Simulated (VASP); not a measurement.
An input for Ansatz (written as the equivalent of a VASP run, and not itself run):

Ansatz 0.2 input:
```yaml
crystal:
  lattice:
    - [2.7152900, 0.0000000, 0.0000000]
    - [-2.7152900, 2.7152900, 0.0000000]
    - [0.0000000, 0.0000000, 15.7600000]
  atoms:
    - { symbol: Ir, position: [0.0000000, 0.0000000, 0.4390860] }
    - { symbol: Ir, position: [1.0000000, 0.5000000, 0.3172590] }
    - { symbol: Ir, position: [0.0000000, 0.0000000, 0.6827410] }
    - { symbol: Ir, position: [1.0000000, 0.5000000, 0.5609140] }
kpoints:
  mp_grid: { grid: [8, 6, 1] }
hamiltonian:
  xc: pbe
  pseudopotentials: { kind: paw }
scf:
  occupations: { method: fermi_dirac, width: 0.1 }
  max_iter: 100
output: { forces: true, stress: true, eigenvalues: true }
```

Problem. Write the VASP files for the same calculation (PBE).

Solution. One answer among several that fit: 
**KPOINTS**
```
Automatic mesh
0
Gamma
8 6 1
0 0 0
```

### INCAR
```
SYSTEM = Ir
PREC = Accurate; ENCUT = 300; LREAL = .FALSE.
LASPH = .TRUE.
EDIFF = 1E-6; NELM = 100; ALGO = Normal
LMAXMIX = 6
ISMEAR = -1; SIGMA = 0.1
GGA = PE
ISIF = 2
LWAVE = .FALSE.; LCHARG = .FALSE.
```

File POSCAR:
```
Ir
1
    2.7152900000     0.0000000000     0.0000000000
   -2.7152900000     2.7152900000     0.0000000000
    0.0000000000     0.0000000000    15.7600000000
Ir
4
Direct
  0.0000000000   0.0000000000   0.4390860000
  1.0000000000   0.5000000000   0.3172590000
  0.0000000000   0.0000000000   0.6827410000
  1.0000000000   0.5000000000   0.5609140000
```

POTCAR, in this order: Ir (PBE.64 set). Program: vasp_std.

What does not carry over: each code has its own PAW files, so the cut-off isn't converted (ENCUT is set for VASP's; basis.ecutwfc is left out, and Ansatz then takes the one that its files recommend); Ansatz stops its SCF on the density residual and VASP on the energy change (EDIFF).

The cell is a sheet with vacuum, built from a generated structure.
